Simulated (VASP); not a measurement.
**Bulk modulus of hcp metals: LDA against PBE**

VASP (plane waves, PAW); cells keep the symmetry of their structure type. Static lattice, from a third-order Birch-Murnaghan fit over five volumes at each level.

Here x stands for PBE B0 and y for LDA B0.

| solid | PBE B0 (GPa) | LDA B0 (GPa) | cut-off (eV) |
|---|---|---|---|
| Tl | 26.5 | 40.9 | 520 |
| Mg | 35.9 | 40.6 | 520 |
| Zn | 71.7 | 101.1 | 520 |
| Zr | 93.7 | 100.8 | 520 |
| Ti | 112.0 | 125.6 | 520 |
| Ru | 312.5 | 366.6 | 520 |
| Re | 373.7 | 413.4 | 520 |
| Os | 404.6 | ? | 520 |

Fit y of the 7 rows that show it with a straight line. With u = x - 147, the rows have u = -120.50, -111.10, -75.30, -53.30, -35.00, 165.50, 226.70. Means: u -0.42857, y 169.86. About the means, the sum of products is 128080 and the sum of squares of u is 115380; the slope is their ratio. Least squares gives y = 170.33 + 1.11005·u. Residuals (row less fit): 4.33, -6.40, 14.36, -10.36, -5.88, 12.56, -8.58; standard error 11.31 (degrees of freedom: 5). The slope is 1.11 with a standard error of 0.033.

Q: Estimate the missing y (x = 404.6); what did the run itself give?

A: u = 257.60, so y = 170.33 + 1.11005 × 257.60 = 456.28 GPa. The calculation gives 453.6 GPa, 2.68 GPa below the prediction (0.6 % of the range of y in the table). The row lies outside the fitted rows, so this is an extrapolation. From the scatter of the fitted rows alone, a prediction at this place has a standard error of 14.83 GPa, so the miss is 0.2 times that.

The rows are a random draw from the solids of this series computed here; series whose standard error about the line passes 12 to 30 % of the range of y, or with no trend, aren't shown in this form.
